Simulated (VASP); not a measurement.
Given:

```
CELL_PARAMETERS angstrom
      2.07774    -3.59874     0.00000
      2.07774     3.59874     0.00000
      0.00000     0.00000     6.75431
ATOMIC_POSITIONS crystal
  Cd 0.66667 0.33333 0.50003
  Cd 0.33333 0.66667 0.00003
  S  0.66667 0.33333 0.87697
  S  0.33333 0.66667 0.37697
```

Calculation: PBE GGA with D3 dispersion (zero damping), VASP's PBE PAW potentials (set 64) (plane waves; VASP). Run with 520 eV cut-off, 7×7×4 Γ-centred mesh, tetrahedra with Blöchl corrections, potentials Cd S.

Problem. Predict the energy per atom (σ→0).

Solution. 
* **energy per atom (σ→0)**: -320.5 kJ/mol of atoms

The compound is CdS in the wurtzite structure. It was relaxed first.
